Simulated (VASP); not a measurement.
Consider the following.

```xyz
4
Lattice="-1.7881 1.7881 3.5987 1.7881 -1.7881 3.5987 1.7881 1.7881 -3.5987" Properties=species:S:1:pos:R:3 pbc="T T T"
Si     0.0000     0.0000     0.0000
Cu     0.0000     1.7881     1.7994
Cu     1.7881     0.0000     1.7994
Cu     0.0000     0.0000     3.5987
```

Method: PBEsol GGA with spin-orbit coupling, VASP's PBE PAW potentials (set 64) (plane waves; VASP). Numerical set-up: 400 eV cut-off, 11×11×11 Γ-centred mesh, Gaussian smearing of 0.050 eV, potentials Si Cu.

Task: Give the energies of bands 29 to 42 at the high-symmetry points, in eV from the Fermi level.

Result: 
```json
[
 {"band": "29", "Γ": "-2.69", "X": "-3.05", "P": "-3.11", "N": "-3.19", "M": "-2.62", "S": "-3.06", "R": "-2.79"},
 {"band": "30", "Γ": "-2.69", "X": "-3.05", "P": "-3.11", "N": "-3.19", "M": "-2.62", "S": "-3.06", "R": "-2.79"},
 {"band": "31", "Γ": "-2.26", "X": "-2.87", "P": "-2.82", "N": "-2.62", "M": "-2.53", "S": "-2.64", "R": "-2.78"},
 {"band": "32", "Γ": "-2.26", "X": "-2.87", "P": "-2.82", "N": "-2.62", "M": "-2.53", "S": "-2.64", "R": "-2.78"},
 {"band": "33", "Γ": "-1.69", "X": "-2.72", "P": "-2.66", "N": "-2.44", "M": "-2.25", "S": "-2.45", "R": "-2.66"},
 {"band": "34", "Γ": "-1.69", "X": "-2.72", "P": "-2.66", "N": "-2.44", "M": "-2.25", "S": "-2.45", "R": "-2.66"},
 {"band": "35", "Γ": "1.87", "X": "-2.52", "P": "-1.93", "N": "-0.83", "M": "-1.67", "S": "-2.37", "R": "-2.53"},
 {"band": "36", "Γ": "1.87", "X": "-2.52", "P": "-1.93", "N": "-0.83", "M": "-1.67", "S": "-2.37", "R": "-2.53"},
 {"band": "37", "Γ": "1.88", "X": "-1.60", "P": "-1.89", "N": "-0.02", "M": "-1.67", "S": "1.16", "R": "-1.57"},
 {"band": "38", "Γ": "1.88", "X": "-1.60", "P": "-1.89", "N": "-0.02", "M": "-1.67", "S": "1.16", "R": "-1.57"},
 {"band": "39", "Γ": "2.49", "X": "0.16", "P": "1.99", "N": "2.88", "M": "3.26", "S": "4.10", "R": "1.50"},
 {"band": "40", "Γ": "2.49", "X": "0.16", "P": "1.99", "N": "2.88", "M": "3.26", "S": "4.10", "R": "1.50"},
 {"band": "41", "Γ": "3.66", "X": "1.58", "P": "2.42", "N": "4.20", "M": "4.19", "S": "4.17", "R": "3.03"},
 {"band": "42", "Γ": "3.66", "X": "1.58", "P": "2.42", "N": "4.20", "M": "4.19", "S": "4.17", "R": "3.03"}
]
```

It has no gap at this level: it comes out as a metal or semimetal.

The structure comes from a computed database's Cu3Si entry (I4/mmm); how it stands against other phases isn't given here. It was relaxed first.
